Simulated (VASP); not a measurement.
# HfSi2B4 (Pmmm) in VASP: notebook

Runs on HfSi2B4. Level: PBE. Tasks: relaxation of cell and atoms.

Everything below comes from runs of VASP 6.6.1. Logs are shortened: lines on timing, memory, paths and dates and some standing lists are left out, and cuts for length are marked.

### Step 1. The crystal as given

Symmetry: Pmmm, No. 47, orthorhombic system. Conventional cell: a = 3.176 Å, b = 4.612 Å, c = 5.265 Å, α = 90.00°, β = 90.00°, γ = 90.00°. Hf (site symmetry mmm) has 8 B at 2.53 Å and 4 Si at 2.64 Å as nearest neighbours. Si (site symmetry mm2) is surrounded by 4 B at 2.19 Å. B (site symmetry m) is surrounded by 2 B at 1.75 to 1.77 Å.

The cell was built by a generator and needn't be a form met in nature.

### Step 2. Relaxation of cell and atoms, PBE

Contents of INCAR:

```
SYSTEM = HfSi2B4
ALGO = Normal
EDIFF = 1E-6
EDIFFG = -0.01
ENCUT = 520
GGA = PE
IBRION = 2
ISIF = 3
ISMEAR = 0
KPAR = 4
LASPH = .TRUE.
LCHARG = .FALSE.
LREAL = .FALSE.
LWAVE = .FALSE.
NELM = 120
NSW = 90
PREC = Accurate
SIGMA = 0.1
```

Contents of KPOINTS:

```
k-points
0
G
  10 6 6
  0 0 0
```

Contents of POSCAR:

```
HfSi2B4
1.0
    3.1760000000      0.0000000000      0.0000000000
    0.0000000000      4.6120000000      0.0000000000
    0.0000000000      0.0000000000      5.2650000000
Hf Si B
1 2 4
Direct
    0.5000000000      0.0000000000      0.0000000000
    0.5000000000      0.5000000000      0.7574548900
    0.5000000000      0.5000000000      0.2425451100
    0.0000000000      0.8083261100      0.6662868000
    0.0000000000      0.8083261100      0.3337132000
    0.0000000000      0.1916738900      0.3337132000
    0.0000000000      0.1916738900      0.6662868000
```

Potentials or basis: VASP PAW PBE potentials, release 64 (Hf_pv, Si, B).

Run with:

```sh
> cat potpaw_PBE.64/Hf_pv/POTCAR potpaw_PBE.64/Si/POTCAR potpaw_PBE.64/B/POTCAR > POTCAR
> mpirun -np 4 vasp_std > vasp.out
```

OUTCAR:

```text
SYSTEM = HfSi2B4
   EDIFF = 1E-6
   EDIFFG = -0.01
   ENCUT = 520
   GGA = PE
   IBRION = 2
   ISIF = 3
   ISMEAR = 0
   LASPH = .TRUE.
   LREAL = .FALSE.
   NELM = 120
   NSW = 90
   PREC = Accurate

 ion  position               nearest neighbor table
   1  0.500  0.000  0.000-   4 2.53   5 2.53   6 2.53   7 2.53   4 2.53   5 2.53   6 2.53   7 2.53
                             2 2.64   3 2.64   2 2.64   3 2.64
   2  0.500  0.500  0.757-   4 2.19   7 2.19   4 2.19   7 2.19   3 2.55   1 2.64   1 2.64   3 2.71

   3  0.500  0.500  0.243-   5 2.19   6 2.19   5 2.19   6 2.19   2 2.55   1 2.64   1 2.64   2 2.71

   4  0.000  0.808  0.666-   5 1.75   7 1.77   2 2.19   2 2.19   1 2.53   1 2.53
   5  0.000  0.808  0.334-   4 1.75   6 1.77   3 2.19   3 2.19   1 2.53   1 2.53
   6  0.000  0.192  0.334-   7 1.75   5 1.77   3 2.19   3 2.19   1 2.53   1 2.53
   7  0.000  0.192  0.666-   6 1.75   4 1.77   2 2.19   2 2.19   1 2.53   1 2.53

  LATTYP: Found a simple orthorhombic cell.
 ALAT       =     3.1760000000
 B/A-ratio  =     1.4521410579
 C/A-ratio  =     1.6577455919

  Lattice vectors:

 A1 = (   3.1760000000,   0.0000000000,   0.0000000000)
 A2 = (   0.0000000000,   4.6120000000,   0.0000000000)
 A3 = (   0.0000000000,   0.0000000000,   5.2650000000)

Analysis of symmetry for initial positions (statically):
=====================================================================
 Subroutine PRICEL returns:
 Original cell was already a primitive cell.

 Routine SETGRP: Setting up the symmetry group for a
 simple orthorhombic supercell.

 Subroutine GETGRP returns: Found  8 space group operations
 (whereof  8 operations were pure point group operations)
 out of a pool of  8 trial point group operations.

The static configuration has the point symmetry D_2h.

Analysis of symmetry for dynamics (positions and initial velocities):
=====================================================================
 Subroutine PRICEL returns:
 Original cell was already a primitive cell.

 Routine SETGRP: Setting up the symmetry group for a
 simple orthorhombic supercell.

 Subroutine GETGRP returns: Found  8 space group operations
 (whereof  8 operations were pure point group operations)
 out of a pool of  8 trial point group operations.

The dynamic configuration has the point symmetry D_2h.

 Subroutine INISYM returns: Found  8 space group operations
 (whereof  8 operations are pure point group operations),
 and found     1 'primitive' translations

----------------------------------------------------------------------------------------

                                     Primitive cell

  volume of cell :      77.1202

  direct lattice vectors                    reciprocal lattice vectors
     3.176000000  0.000000000  0.000000000     0.314861461  0.000000000  0.000000000
     0.000000000  4.612000000  0.000000000     0.000000000  0.216825672  0.000000000
     0.000000000  0.000000000  5.265000000     0.000000000  0.000000000  0.189933523

  length of vectors
     3.176000000  4.612000000  5.265000000     0.314861461  0.216825672  0.189933523

  position of ions in fractional coordinates (direct lattice)
     0.500000000  0.000000000  0.000000000
     0.500000000  0.500000000  0.757454890
     0.500000000  0.500000000  0.242545110
     0.000000000  0.808326110  0.666286800
     0.000000000  0.808326110  0.333713200
     0.000000000  0.191673890  0.333713200
     0.000000000  0.191673890  0.666286800

  ion indices of the primitive-cell ions
   primitive index   ion index
                 1           1
                 2           2
                 3           3
                 4           4
                 5           5
                 6           6
                 7           7

----------------------------------------------------------------------------------------

 KPOINTS: k-points

Automatic generation of k-mesh.
 Grid dimensions read from file:
 generate k-points for:   10    6    6

 Generating k-lattice:

  Cartesian coordinates                     Fractional coordinates (reciprocal lattice)
     0.031486146  0.000000000  0.000000000     0.100000000  0.000000000  0.000000000
     0.000000000  0.036137612  0.000000000     0.000000000  0.166666667  0.000000000
     0.000000000  0.000000000  0.031655587     0.000000000  0.000000000  0.166666667

  Length of vectors
     0.031486146  0.036137612  0.031655587

  Shift w.r.t. Gamma in fractional coordinates (k-lattice)
     0.000000000  0.000000000  0.000000000

 Subroutine IBZKPT returns following result:
 ===========================================

 Found     96 irreducible k-points:

 Following reciprocal coordinates:
            Coordinates               Weight
  0.000000  0.000000  0.000000      1.000000
  0.100000  0.000000  0.000000      2.000000
  0.200000  0.000000  0.000000      2.000000
  0.300000  0.000000  0.000000      2.000000
  0.400000  0.000000  0.000000      2.000000
  0.500000  0.000000  0.000000      1.000000
[... 16 lines left out ...]
  0.400000  0.500000  0.000000      2.000000
  0.500000  0.500000  0.000000      1.000000
 [... further k-points ...]
   k-points           NKPTS =     96   k-points in BZ     NKDIM =     96   number of bands    NBANDS=     19
   number of dos      NEDOS =    301   number of ions     NIONS =      7
   total plane-waves  NPLWV =  34560
   dimension x,y,z NGX =    24 NGY =   36 NGZ =   40
   dimension x,y,z NGXF=    48 NGYF=   72 NGZF=   80
   ions per type =               1   2   4
   NGX,Y,Z   is equivalent  to a cutoff of  12.56, 12.98, 12.63 a.u.
   NGXF,Y,Z  is equivalent  to a cutoff of  25.13, 25.95, 25.26 a.u.
 SYSTEM =  HfSi2B4
   PREC   = accura    normal or accurate (medium, high low for compatibility)
   ISTART =      0    job   : 0-new  1-cont  2-samecut
   ICHARG =      2    charge: 1-file 2-atom 10-const
   ISPIN  =      1    spin polarized calculation?
   LNONCOLLINEAR =      F non collinear calculations
   LSORBIT =      F    spin-orbit coupling
   LASPH  =      T    aspherical Exc in radial PAW
   ENCUT  =  520.0 eV  38.22 Ry    6.18 a.u.   5.91  8.58  9.79*2*pi/ulx,y,z
   NELM   =    120;   NELMIN=  2; NELMDL= -5     # of ELM steps
   EDIFF  = 0.1E-05   stopping-criterion for ELM
   LREAL  =      F    real-space projection
   EDIFFG = -.1E-01   stopping-criterion for IOM
   NSW    =     90    number of steps for IOM
   IBRION =      2    ionic relax: 0-MD 1-quasi-New 2-CG
   NFREE  =      1    steps in history (QN), initial steepest desc. (CG)
   ISIF   =      3    stress and relaxation
   ISYM   =      2    0-nonsym 1-usesym 2-fastsym
   POTIM  = 0.5000    time-step for ionic-motion
   TEBEG  =    0.0;   TEEND  =   0.0 temperature during run
   PSTRESS=    0.0 pullay stress
   NELECT =      30.0000    total number of electrons
   NUPDOWN=      -1.0000    fix difference up-down
   EMIN   =  10.00;   EMAX   =-10.00  energy-range for DOS
   EFERMI =   0.00;   METHOD = LEGACY
   ISMEAR =     0;   SIGMA  =   0.10  broadening in eV -4-tet -1-fermi 0-gaus
   EFERMI_NEDOS =   21; number of points for ismear=-14 and -15
   IALGO  =     38    algorithm
   IMIX   =      4    mixing-type and parameters
     AMIX     =   0.40;   BMIX     =  1.00
     AMIX_MAG =   1.60;   BMIX_MAG =  1.00
  volume/ion in A,a.u.               =      11.02        74.35
  Fermi-wavevector in a.u.,A,eV,Ry     =   1.195068  2.258351 19.431663  1.428187
  Thomas-Fermi vector in A             =   2.331042
   LORBIT       =      0    0 simple, 1 ext, 2 COOP (PROOUT), +10 PAW based schemes
   GGA     = PE    functional components
   LHFCALC =     F    Hartree Fock is set to
   AEXX    =    0.0000 exact exchange contribution
   IVDW    =     0    specifies the selected vdW correction
   LEPSILON=     F    determine dielectric tensor
   LRPA    =     F    only Hartree local field effects (RPA)
 conjugate gradient relaxation of ions
 non-spin polarized calculation
 Gauss-broadening in eV      SIGMA  =   0.10
  energy-cutoff  :      520.00
  volume of cell :       77.12
 maximum number of plane-waves:      2096
 NGX is ok and might be reduce to    24
   NGX = 11   NGY = 17   NGZ = 19

--------------------------------------- Ionic step        1  -------------------------------------------

 number of electron      29.9999999 magnetization

 Free energy of the ion-electron system (eV)
  ---------------------------------------------------
  ext. energy  EPLUGINS =         0.00000000
  ---------------------------------------------------
  free energy    TOTEN  =       -47.03344086 eV

  energy without entropy =      -47.02537509  energy(sigma->0) =      -47.02940797

------------------------ aborting loop because EDIFF is reached ----------------------------------------

  FORCE on cell =-STRESS in cart. coord.  units (eV):
  Direction    XX          YY          ZZ          XY          YZ          ZX
  --------------------------------------------------------------------------------------
  -------------------------------------------------------------------------------------
  Total       -0.1694019     -0.2213142      0.4337948     -0.0000000      0.0000000      0.0000000
  in kB       -3.5193350     -4.5978178      9.0121162     -0.0000000      0.0000000      0.0000000
  external PRESSURE =       0.2983212 kB  Pullay stress =       0.0000000 kB
[... 272 lines left out ...]
  energy  without entropy=      -47.0313111473  energy(sigma->0) =      -47.03554408

--------------------------------------- Ionic step        8  -------------------------------------------

 number of electron      29.9999999 magnetization

 Free energy of the ion-electron system (eV)
  ---------------------------------------------------
  ext. energy  EPLUGINS =         0.00000000
  ---------------------------------------------------
  free energy    TOTEN  =       -47.03985228 eV

  energy without entropy =      -47.03127819  energy(sigma->0) =      -47.03556524

 E-fermi :   7.3341     XC(G=0): -11.5722

 val. band max:        7.3225269188   @ k =   0.3000   0.5000   0.3333
 cond. band min:       7.3495331518   @ k =   0.4000   0.5000   0.5000
 fundamental gap:      0.0270062330
 Fermi energy:         7.3341115077

 k-point     1 :       0.0000    0.0000    0.0000
  band No.  band energies     occupation
      1     -22.9375      2.00000
      2     -22.8769      2.00000
      3     -22.6086      2.00000
      4      -6.3438      2.00000
      5      -1.8197      2.00000
      6      -1.5639      2.00000
[... 11 lines left out ...]
     18      12.2140      0.00000
     19      12.4985      0.00000
[... 489 lines left out ...]
      3     -22.8067      2.00000
      4      -2.5199      2.00000
      5      -1.8693      2.00000
      6      -1.7802      2.00000
[... 11 lines left out ...]
     18       9.8914      0.00000
     19      11.4733      0.00000

 [... further k-points ...]

------------------------ aborting loop because EDIFF is reached ----------------------------------------

  FORCE on cell =-STRESS in cart. coord.  units (eV):
  Direction    XX          YY          ZZ          XY          YZ          ZX
  --------------------------------------------------------------------------------------
  -------------------------------------------------------------------------------------
  Total       -0.0281935      0.0211302     -0.0182547      0.0000000      0.0000000      0.0000000
  in kB       -0.5861933      0.4393346     -0.3795472      0.0000000      0.0000000      0.0000000
  external PRESSURE =      -0.1754687 kB  Pullay stress =       0.0000000 kB
[... 22 lines left out ...]
  FREE ENERGIE OF THE ION-ELECTRON SYSTEM (eV)
  ---------------------------------------------------
  free  energy   TOTEN  =       -47.0398522844 eV

  energy  without entropy=      -47.0312781921  energy(sigma->0) =      -47.03556524

 reached required accuracy - stopping structural energy minimisation
```

It took 88 s on 4 MPI ranks of Intel Xeon Platinum 8375C at 2.90GHz (Ice Lake), shared host; peak memory 0.3 GiB.

Results:

```
Free energy                            : -47.0399 eV
Relaxed volume                         : 11.01 Å³/atom
Relaxed cell                           : a = 3.179 Å, b = 4.599 Å, c = 5.271 Å, α = 90.00°, β = 90.00°, γ = 90.00°
Space group after relaxing (to 0.05 Å) : Pmmm (No. 47)
Energy gained by relaxing              : 0.9 meV/atom
Ionic steps                            : 8
Pressure after relaxing                : 0.0 GPa
Largest force after relaxing           : 0.004 eV/Å
Band gap on the k mesh                 : none (metal or under the smearing width)
```

Forces in eV/Å, atoms in the order of the input:
```
Hf   0.000  0.000  0.000
Si   0.000  0.000 -0.004
Si   0.000  0.000  0.004
B    0.000 -0.002  0.000
B    0.000 -0.002  0.000
B    0.000  0.002  0.000
B    0.000  0.002  0.000
```

Stress tensor (GPa, compression positive):
```
-0.06  0.00  0.00
 0.00  0.04  0.00
 0.00  0.00 -0.04
```

The path:
| step | energy change (eV) | largest force (eV/Å) | pressure (GPa) | volume (Å³) |
| --- | --- | --- | --- | --- |
| 1 | 0.0000 | 0.1985 | 0.03 | 77.12 |
| 2 | -0.0043 | 0.1005 | -0.25 | 77.14 |
| 3 | -0.0043 | 0.1037 | -0.24 | 77.14 |
| 4 | -0.0059 | 0.0457 | 0.20 | 76.96 |
| 5 | -0.0060 | 0.0307 | 0.32 | 76.91 |
| 6 | -0.0063 | 0.0221 | -0.15 | 77.11 |
| 7 | -0.0063 | 0.0224 | -0.09 | 77.09 |
| 8 | -0.0064 | 0.0041 | -0.02 | 77.06 |

Final structure:
```
CELL_PARAMETERS angstrom
3.17866 0.00000 0.00000
0.00000 4.59922 0.00000
0.00000 0.00000 5.27098
ATOMIC_POSITIONS crystal
Hf 0.50000 0.00000 0.00000
Si 0.50000 0.50000 0.75299
Si 0.50000 0.50000 0.24701
B 0.00000 0.80781 0.66720
B 0.00000 0.80781 0.33280
B 0.00000 0.19219 0.33280
B 0.00000 0.19219 0.66720
```

Levels at points of the mesh, in eV from the Fermi level:
| k point | band 11 | band 12 | band 13 | band 14 | band 15 | band 16 | band 17 | band 18 | band 19 |
| --- | --- | --- | --- | --- | --- | --- | --- | --- | --- |
| (0.00, 0.00, 0.00) | -3.04 | -2.24 | -1.24 | -0.83 | 0.28 | 0.91 | 2.81 | 4.88 | 5.16 |
| (0.50, 0.00, 0.00) | -3.79 | -3.76 | -3.16 | -3.15 | -1.83 | -1.23 | -1.08 | 4.00 | 4.11 |
| (0.00, 0.50, 0.00) | -1.47 | -0.66 | -0.11 | 0.11 | 0.51 | 1.17 | 1.59 | 1.63 | 1.88 |
| (0.50, 0.50, 0.00) | -3.49 | -3.33 | -2.92 | -2.69 | -0.87 | -0.47 | 2.08 | 2.56 | 4.14 |
| (0.00, 0.00, 0.50) | -2.74 | -2.15 | -1.41 | -0.53 | 0.11 | 1.79 | 2.18 | 2.35 | 4.19 |
| (0.50, 0.00, 0.50) | -3.94 | -3.84 | -3.18 | -2.32 | -1.77 | 0.04 | 1.58 | 2.25 | 3.65 |
| (0.00, 0.50, 0.50) | -2.09 | -1.75 | -1.40 | -0.83 | -0.49 | -0.20 | 0.97 | 2.13 | 2.59 |
| (0.50, 0.50, 0.50) | -5.07 | -3.58 | -0.61 | -0.39 | -0.09 | 0.47 | 0.65 | 1.13 | 1.34 |

The run has no spin-orbit coupling, so splittings on Hf are missing.

### Step 3. Relaxation of cell and atoms, PBE

INCAR, as its differences from that of step 2:

```diff
@@ -2,4 +2,4 @@
 ALGO = Normal
-EDIFF = 1E-6
-EDIFFG = -0.01
+EDIFF = 1E-7
+EDIFFG = -0.005
 ENCUT = 520
@@ -15,3 +15,4 @@
 NELM = 120
-NSW = 90
+NSW = 60
+POTIM = 0.3
 PREC = Accurate
```

KPOINTS is that of step 2.

Contents of POSCAR:

```
HfSi2B4                                 
1.0
    3.1786585568      0.0000000000      0.0000000000
    0.0000000000      4.5992168778      0.0000000000
    0.0000000000      0.0000000000      5.2709796699
  Hf              Si              B             
     1     2     4
Direct
     0.5000000000000000    1.0000000000000000    1.0000000000000000
     0.5000000000000000    0.5000000000000000    0.7529943630024369
     0.5000000000000000    0.5000000000000000    0.2470056369975631
     0.0000000000000000    0.8078078331509621    0.6672045320217933
     0.0000000000000000    0.8078078331509621    0.3327954679782066
     0.0000000000000000    0.1921921668490380    0.3327954679782066
     0.0000000000000000    0.1921921668490380    0.6672045320217933
```

Potentials or basis: VASP PAW PBE potentials, release 64 (Hf_pv, Si, B).

Run with:

```sh
> cat potpaw_PBE.64/Hf_pv/POTCAR potpaw_PBE.64/Si/POTCAR potpaw_PBE.64/B/POTCAR > POTCAR
> mpirun -np 4 vasp_std > vasp.out
```

Run time: 24 s. Hardware: 4 MPI ranks of Intel Xeon Platinum 8375C at 2.90GHz (Ice Lake), shared host; peak memory 0.28 GiB.

It converged, with:

- Free energy: -47.0398 eV
- Pressure after relaxing: 0.0 GPa
- Largest force after relaxing: 0.004 eV/Å
- Band gap on the k mesh: none (metal or under the smearing width)

Forces in eV/Å, atoms in the order of the input:
```
Hf   0.000  0.000  0.000
Si   0.000  0.000 -0.004
Si   0.000  0.000  0.004
B    0.000 -0.001  0.000
B    0.000 -0.001  0.000
B    0.000  0.001  0.000
B    0.000  0.001  0.000
```

Stress tensor (GPa, compression positive):
```
-0.06  0.00  0.00
 0.00  0.04  0.00
 0.00  0.00 -0.04
```

Final structure:
```
Hf Si B
1.0
     3.17866    0.00000    0.00000
     0.00000    4.59922    0.00000
     0.00000    0.00000    5.27098
Hf Si B
1 2 4
Direct
  0.50000 0.00000 0.00000
  0.50000 0.50000 0.75299
  0.50000 0.50000 0.24701
  0.00000 0.80781 0.66720
  0.00000 0.80781 0.33280
  0.00000 0.19219 0.33280
  0.00000 0.19219 0.66720
```

Levels at points of the mesh, in eV from the Fermi level:
```csv
k point,band 11,band 12,band 13,band 14,band 15,band 16,band 17,band 18,band 19
"(0.00, 0.00, 0.00)",-3.04,-2.24,-1.24,-0.83,0.28,0.91,2.81,4.88,5.17
"(0.50, 0.00, 0.00)",-3.79,-3.76,-3.16,-3.15,-1.83,-1.23,-1.08,4.00,4.11
"(0.00, 0.50, 0.00)",-1.47,-0.66,-0.11,0.11,0.51,1.17,1.59,1.63,1.93
"(0.50, 0.50, 0.00)",-3.49,-3.33,-2.92,-2.69,-0.87,-0.47,2.08,2.56,4.14
"(0.00, 0.00, 0.50)",-2.74,-2.15,-1.41,-0.53,0.11,1.79,2.18,2.35,4.21
"(0.50, 0.00, 0.50)",-3.94,-3.84,-3.18,-2.32,-1.77,0.04,1.58,2.25,3.70
"(0.00, 0.50, 0.50)",-2.09,-1.75,-1.40,-0.83,-0.49,-0.20,0.97,2.13,2.59
"(0.50, 0.50, 0.50)",-5.07,-3.58,-0.61,-0.39,-0.09,0.47,0.65,1.13,1.34
```

Caveat: the relaxation stopped at its first step, so nothing moved. The run has no spin-orbit coupling, so splittings on Hf are missing.
